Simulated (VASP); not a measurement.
A VASP calculation is set up with these files.

File POSCAR:
```
WTe
1
    3.2302532368     0.0000000000    -0.0000000000
   -1.6151266183     2.7974813006    -0.0000000000
   -0.0000000000     0.0000000000     9.1441287251
W Te
2 2
Direct
  0.3333330000   0.6666670000   0.0397814542
  0.6666670000   0.3333330000   0.5397814542
  0.3333330000   0.6666670000   0.3352185458
  0.6666670000   0.3333330000   0.8352185458
```

**INCAR**
```
# general
SYSTEM  = WTe
PREC    = Accurate
ENCUT   = 400
LREAL   = .FALSE.
LASPH   = .TRUE.

# electronic loop
EDIFF   = 1E-7
NELM    = 100
ALGO    = Normal
LMAXMIX = 6

# smearing
ISMEAR  = -5

# functional
GGA     = PS

# ions
ISIF    = 2

# output
LWAVE   = .FALSE.
LCHARG  = .TRUE.
LORBIT  = 11
NEDOS   = 601

# other
LEFG    = .TRUE.
```

**KPOINTS**
```
Regular mesh
0
gamma
12 12 4
0 0 0
```

POTCAR, in this order: W_sv Te (PBE.64 set). Program: vasp_std.

Question: Write an equivalent input for Quantum ESPRESSO's pw.x.

Answer: One equivalent input (not run):
```
&CONTROL
  calculation = 'scf'
  pseudo_dir = './pseudo'
  outdir = './out'
  tprnfor = .true.
  tstress = .true.
/
&SYSTEM
  ibrav = 0
  nat = 4
  ntyp = 2
  ecutwfc = 82.3
  occupations = 'tetrahedra'
  input_dft = 'pbesol'
/
&ELECTRONS
  conv_thr = 7.3e-09
  electron_maxstep = 100
/
ATOMIC_SPECIES
  W 183.840 W.upf
  Te 127.600 Te.upf
CELL_PARAMETERS angstrom
     3.2302532    0.0000000   -0.0000000
    -1.6151266    2.7974813   -0.0000000
    -0.0000000    0.0000000    9.1441287
ATOMIC_POSITIONS crystal
  W    0.3333330  0.6666670  0.0397815
  W    0.6666670  0.3333330  0.5397815
  Te   0.3333330  0.6666670  0.3352185
  Te   0.6666670  0.3333330  0.8352185
K_POINTS automatic
  12 12 4 0 0 0
```
What does not carry over: the potentials are each code's own (VASP's PAW set, PseudoDojo norm-conserving files in pw.x), so ENCUT and ecutwfc are chosen apart and not converted; conv_thr bounds pw.x's estimated SCF error, while EDIFF bounds the energy change between steps; the field gradients of LEFG aren't asked of the other code.

The structure was generated: WTe was put into the wurtzite type (P6_3mc), which need not be its known phase. It was relaxed first, which changed the volume by -50 %.
